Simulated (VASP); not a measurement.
# TaN under pressure and tension, part 2 of 2

How does TaN change with the volume? The starting structure is a computed structure from the Materials Project. All runs use LDA. The equilibrium cell comes from relaxations that aren't shown. At each volume, shape and positions are relaxed as far as symmetry leaves them free.

VASP 6.6.1.

Results so far: the equilibrium volume 0.0 GPa; 0.96 of the equilibrium volume 16.8 GPa; 1.04 of the equilibrium volume -13.5 GPa; 0.92 of the equilibrium volume 37.7 GPa; 0.98 of the equilibrium volume 8.0 GPa.

## 7. Relaxation at 1.02 of the equilibrium volume

Level of this step: LDA; plane waves and PAW (Ta_pv, N) (VASP).

Contents of INCAR:

```
SYSTEM = TaN
PREC = Accurate
ENCUT = 560
EDIFF = 1E-07
NELM = 100
ISMEAR = 1
SIGMA = 0.15
LREAL = .FALSE.
ALGO = Normal
GGA = CA
NBANDS = 14
LASPH = .TRUE.
LORBIT = 11
LWAVE = .FALSE.
LCHARG = .FALSE.
KPAR = 4
IBRION = 2
NSW = 50
ISIF = 4
EDIFFG = -0.003
```

Contents of POSCAR:

```
TaN
1.0
    0.0000000000      2.1923946577      2.1923946577
    2.1923946577      0.0000000000      2.1923946577
    2.1923946577      2.1923946577      0.0000000000
Ta N
1 1
Direct
    0.5000000000      0.5000000000      0.5000000000
    0.0000000000      0.0000000000      0.0000000000
```

Contents of KPOINTS:

```
Automatic mesh
0
Gamma
18 18 18
0 0 0
```

PAW data sets: Ta_pv and N (LDA family, release 64).

Launch:

```bash
$ mpirun -np 4 vasp_std
```

Log:

```text
[... set-up lines as in an earlier step ...]
 entering main loop
       N       E                     dE             d eps       ncg     rms          rms(c)
DAV:   1     0.901202436131E+02    0.90120E+02   -0.93990E+03  5460   0.128E+03
DAV:   2    -0.242684121060E+02   -0.11439E+03   -0.10805E+03  6744   0.319E+02
DAV:   3    -0.271499238666E+02   -0.28815E+01   -0.28528E+01  6216   0.457E+01
DAV:   4    -0.271635308746E+02   -0.13607E-01   -0.13605E-01  6408   0.334E+00
[...]
DAV:  11    -0.241408291303E+02    0.12803E-04   -0.29780E-05  6060   0.587E-02    0.139E-02
DAV:  12    -0.241408290618E+02    0.68478E-07   -0.14967E-06  6998   0.116E-02    0.227E-03
DAV:  13    -0.241408290558E+02    0.60222E-08   -0.42985E-08  4158   0.201E-03
   1 F= -.24140829E+02 E0= -.24140629E+02  d E =-.241408E+02
[...]
reached required accuracy - stopping structural energy minimisation
```

Wall time 7.4 s (4 MPI ranks of AMD EPYC 9R45, shared host); peak memory 0.61 GiB; 27 s of CPU time.

OUTCAR, selected parts (step 7):

```text
  Total       -0.9327049     -0.9327049     -0.9327049      0.0000000      0.0000000      0.0000000
  in kB      -70.9036553    -70.9036553    -70.9036553      0.0000000      0.0000000      0.0000000
  external PRESSURE =     -70.9036553 kB  Pullay stress =       0.0000000 kB

 POSITION                                       TOTAL-FORCE (eV/Angst)
 -----------------------------------------------------------------------------------
      2.19239      2.19239      2.19239        -0.000000      0.000000     -0.000000
      0.00000      0.00000      0.00000         0.000000      0.000000      0.000000
 -----------------------------------------------------------------------------------
    total drift:                                0.000000     -0.000000     -0.000000

  FREE ENERGIE OF THE ION-ELECTRON SYSTEM (eV)
  ---------------------------------------------------
  free  energy   TOTEN  =       -24.1408290558 eV

  energy  without entropy=      -24.1402300579  energy(sigma->0) =      -24.14062939

[... 2 parts as in an earlier step ...]

[... 2 further parts left out ...]
[key lines of the parts left out:]
E-fermi :   9.5116
```

1.02 of the equilibrium volume: 10.538 Å³ an atom and a pressure of -7.09 GPa. Further runs on this cell, not shown, give the modes T1u 395.5 cm⁻¹.

## 8. Relaxation at 0.9 of the equilibrium volume

INCAR is that of step 7.

Contents of POSCAR:

```
TaN
1.0
    0.0000000000      2.1028074856      2.1028074856
    2.1028074856      0.0000000000      2.1028074856
    2.1028074856      2.1028074856      0.0000000000
Ta N
1 1
Direct
    0.5000000000      0.5000000000      0.5000000000
    0.0000000000      0.0000000000      0.0000000000
```

KPOINTS is that of step 7.

Launch:

```bash
$ mpirun -np 4 vasp_std
```

Log:

```text
[... set-up lines as in an earlier step ...]
 entering main loop
       N       E                     dE             d eps       ncg     rms          rms(c)
DAV:   1     0.926469434918E+02    0.92647E+02   -0.94528E+03  5474   0.131E+03
DAV:   2    -0.241740258524E+02   -0.11682E+03   -0.11074E+03  6636   0.328E+02
DAV:   3    -0.269364644876E+02   -0.27624E+01   -0.27187E+01  6234   0.456E+01
DAV:   4    -0.269479141603E+02   -0.11450E-01   -0.11435E-01  6610   0.310E+00
[...]
DAV:  11    -0.238551034292E+02    0.58783E-04   -0.15615E-04  5898   0.124E-01    0.276E-02
DAV:  12    -0.238551017408E+02    0.16883E-05   -0.80340E-06  6636   0.260E-02    0.249E-03
DAV:  13    -0.238551017493E+02   -0.84656E-08   -0.21442E-07  6048   0.410E-03
   1 F= -.23855102E+02 E0= -.23854895E+02  d E =-.238551E+02
[...]
reached required accuracy - stopping structural energy minimisation
```

It took 7 s on 4 MPI ranks; peak memory 0.59 GiB; 26 s of CPU time.

From OUTCAR (step 8):

```text
  Total        5.7961660      5.7961660      5.7961660     -0.0000000     -0.0000000     -0.0000000
  in kB      499.3704680    499.3704680    499.3704680     -0.0000000     -0.0000000     -0.0000000
  external PRESSURE =     499.3704680 kB  Pullay stress =       0.0000000 kB

 POSITION                                       TOTAL-FORCE (eV/Angst)
 -----------------------------------------------------------------------------------
      2.10281      2.10281      2.10281         0.000000      0.000000     -0.000000
      0.00000      0.00000      0.00000        -0.000000     -0.000000      0.000000
 -----------------------------------------------------------------------------------
    total drift:                                0.000000     -0.000000     -0.000000

  FREE ENERGIE OF THE ION-ELECTRON SYSTEM (eV)
  ---------------------------------------------------
  free  energy   TOTEN  =       -23.8551017493 eV

  energy  without entropy=      -23.8544804129  energy(sigma->0) =      -23.85489464

[... 2 parts as in an earlier step ...]

[... 2 further parts left out ...]
[key lines of the parts left out:]
E-fermi :  11.0259
```

0.9 of the equilibrium volume: 9.298 Å³ an atom and a pressure of 49.94 GPa. Further runs on this cell, not shown, give the modes T1u 558.5 cm⁻¹.

## 9. Relaxation at 1.06 of the equilibrium volume

INCAR is that of step 8.

Contents of POSCAR:

```
TaN
1.0
    0.0000000000      2.2206867414      2.2206867414
    2.2206867414      0.0000000000      2.2206867414
    2.2206867414      2.2206867414      0.0000000000
Ta N
1 1
Direct
    0.5000000000      0.5000000000      0.5000000000
    0.0000000000      0.0000000000      0.0000000000
```

KPOINTS is that of step 8.

Launch:

```bash
$ mpirun -np 4 vasp_std
```

Log:

```text
[... set-up lines as in an earlier step ...]
 entering main loop
       N       E                     dE             d eps       ncg     rms          rms(c)
DAV:   1     0.911458113821E+02    0.91146E+02   -0.93334E+03  5460   0.127E+03
DAV:   2    -0.240466312083E+02   -0.11519E+03   -0.10836E+03  6708   0.318E+02
DAV:   3    -0.270777819512E+02   -0.30312E+01   -0.29997E+01  6222   0.464E+01
DAV:   4    -0.270938529290E+02   -0.16071E-01   -0.16042E-01  6458   0.354E+00
[...]
DAV:  11    -0.240724793633E+02    0.85941E-05   -0.19765E-05  5994   0.491E-02    0.133E-02
DAV:  12    -0.240724794656E+02   -0.10224E-06   -0.79921E-07  7032   0.912E-03    0.130E-03
DAV:  13    -0.240724794614E+02    0.41719E-08   -0.22208E-08  3882   0.149E-03
   1 F= -.24072479E+02 E0= -.24072277E+02  d E =-.240725E+02
[...]
reached required accuracy - stopping structural energy minimisation
```

Elapsed: 7.6 s, on 4 MPI ranks; peak memory 0.63 GiB.

OUTCAR, selected parts (step 9):

```text
  Total       -2.6249633     -2.6249633     -2.6249633      0.0000000      0.0000000      0.0000000
  in kB     -192.0179914   -192.0179914   -192.0179914      0.0000000      0.0000000      0.0000000
  external PRESSURE =    -192.0179914 kB  Pullay stress =       0.0000000 kB

 POSITION                                       TOTAL-FORCE (eV/Angst)
 -----------------------------------------------------------------------------------
      2.22069      2.22069      2.22069         0.000000      0.000000      0.000000
      0.00000      0.00000      0.00000        -0.000000     -0.000000     -0.000000
 -----------------------------------------------------------------------------------
    total drift:                                0.000000     -0.000000     -0.000000

  FREE ENERGIE OF THE ION-ELECTRON SYSTEM (eV)
  ---------------------------------------------------
  free  energy   TOTEN  =       -24.0724794614 eV

  energy  without entropy=      -24.0718728999  energy(sigma->0) =      -24.07227727

[... 2 parts as in an earlier step ...]

[... 2 further parts left out ...]
[key lines of the parts left out:]
E-fermi :   9.0649
```

1.06 of the equilibrium volume: 10.951 Å³ an atom and a pressure of -19.20 GPa. Further runs on this cell, not shown, give the modes T1u 343.3 cm⁻¹.

## 10. The runs compared

| run | volume (Å³/atom) | pressure (GPa) | T1u | core minutes |
| --- | --- | --- | --- | --- |
| 0.9 of the equilibrium volume | 9.298 | 49.94 | 558.5 | 0.467 |
| 0.92 of the equilibrium volume | 9.505 | 37.66 | 530.1 | 0.493 |
| 0.96 of the equilibrium volume | 9.918 | 16.81 | 474.9 | 0.507 |
| 0.98 of the equilibrium volume | 10.125 | 7.96 | 448.1 | 0.493 |
| the equilibrium volume | 10.331 | 0.03 | 421.7 | 0.587 |
| 1.02 of the equilibrium volume | 10.538 | -7.09 | 395.5 | 0.493 |
| 1.04 of the equilibrium volume | 10.745 | -13.48 | 369.4 | 0.52 |
| 1.06 of the equilibrium volume | 10.951 | -19.2 | 343.3 | 0.507 |

Modes are in cm⁻¹ and matched by symmetry and order, imaginary ones as negative numbers. A number in brackets counts the listed modes of one symmetry from the lowest. The symmetry labels come from an automatic analysis and can be wrong where levels nearly coincide. Core minutes are wall time times ranks of the run shown, on a shared host.

## 11. Outcome

```
pressure at 0.9 of the equilibrium volume  : 49.94 GPa
pressure at 0.92 of the equilibrium volume : 37.66 GPa
pressure at 0.96 of the equilibrium volume : 16.81 GPa
pressure at 0.98 of the equilibrium volume : 7.96 GPa
pressure at the equilibrium volume         : 0.03 GPa
pressure at 1.02 of the equilibrium volume : -7.09 GPa
pressure at 1.04 of the equilibrium volume : -13.48 GPa
pressure at 1.06 of the equilibrium volume : -19.20 GPa
```

Between 0.9 of the equilibrium volume and 1.06 of the equilibrium volume the pressure on TaN goes from 49.9 to -19.2 GPa. The T1u mode goes from 558 to 343 cm⁻¹, a mean mode Grüneisen parameter of 3.0. Further runs on this material are not shown.

[Lines on the potential files, build, host, timing and source positions are cut from VASP's logs without a mark.]

[Logs are printed without paths, hosts, clocks, repeated set-up lines and the standing remarks that a program may print on its own settings, such as how far it seeks lower states.]

[Hosts, paths, dates, database ids (printed as entryN), source tags and the programs' standing remarks are cut or masked in the printed files.]
